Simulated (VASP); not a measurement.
Computed with PBE GGA, VASP's PBE PAW potentials (set 64) (plane waves; VASP).

The input files of a VASP run:

File KPOINTS:
```
Automatic mesh
0
Gamma
5 5 5
0 0 0
```

**POSCAR**
```
Mg3SrO4
1
    4.6109229399     0.0000000000    -0.0000000000
    0.0000000000     4.6109229399     0.0000000000
    0.0000000000     0.0000000000     4.6109229399
Sr O Mg
1 4 3
Direct
  0.0000000000   0.0000000000   0.0000000000
  0.5000000000   0.5000000000   0.5000000000
  0.0000000000   0.0000000000   0.5000000000
  0.0000000000   0.5000000000   0.0000000000
  0.5000000000   0.0000000000   0.0000000000
  0.5000000000   0.5000000000   0.0000000000
  0.5000000000   0.0000000000   0.5000000000
  0.0000000000   0.5000000000   0.5000000000
```

**INCAR**
```
ALGO  =  Normal
EDIFF  =  1E-6
ENCUT  =  500
GGA  =  PE
ISMEAR  =  0
LASPH  =  T
LCHARG  =  T
LMAXMIX  =  4
LREAL  =  F
LWAVE  =  F
NELM  =  100
PREC  =  Accurate
SIGMA  =  0.05
SYSTEM  =  Mg3SrO4
```

POTCAR, in this order: Sr_sv O Mg (PBE.64 set). Program: vasp_std.

Q: Predict the energy per atom (σ→0), band gap (on the k-mesh).

A: 
```json
{
  "energy per atom (σ→0)": "-5.624 eV/atom",
  "band gap (on the k-mesh)": "1.95 eV"
}
```

**OSZICAR**
```
...
DAV:   9    -0.449901408199E+02    0.11218E-01   -0.93030E-02   732   0.231E+00    0.796E-01
DAV:  10    -0.449906201049E+02   -0.47928E-03   -0.13052E-02   610   0.683E-01    0.595E-01
DAV:  11    -0.449906258047E+02   -0.56998E-05   -0.34648E-03   643   0.380E-01    0.771E-02
DAV:  12    -0.449906143493E+02    0.11455E-04   -0.64866E-04   700   0.185E-01    0.346E-02
DAV:  13    -0.449906292748E+02   -0.14926E-04   -0.10283E-04   584   0.657E-02    0.863E-03
DAV:  14    -0.449906291949E+02    0.79901E-07   -0.11722E-05   654   0.215E-02    0.252E-03
DAV:  15    -0.449906294070E+02   -0.21213E-06   -0.48857E-07   416   0.512E-03
   1 F= -.44990629E+02 E0= -.44990629E+02  d E =-.988382E-13
```

The structure was generated: Mg3SrO4 was put into an ordered model structure (Pm-3m), which need not be its known phase. It was relaxed first, which changed the volume by +11 %.
